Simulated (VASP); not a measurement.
Given:

```
Mg2Ge
1.0
    0.00000     3.18992     3.18992
    3.18992     0.00000     3.18992
    3.18992     3.18992     0.00000
Mg Ge
2 1
Direct
  0.25000   0.25000   0.25000
  0.75000   0.75000   0.75000
  0.00000   0.00000   0.00000
```

All values below come from optB88-vdW, VASP's PBE PAW potentials (set 64) (plane waves; VASP). Settings: 520 eV cut-off, 7×7×7 Γ-centred mesh, tetrahedra with Blöchl corrections, potentials Mg Ge_d.

Task: What does the run give for the energy per atom (σ→0)?

Result: 
```
Item                                  Result
---------------------  ---------------------
energy per atom (σ→0)  -64.2 kJ/mol of atoms
```

Total energies compare only between runs with the same potentials, cut-off and functional.

The compound is Mg2Ge in the antifluorite structure. It was relaxed first.
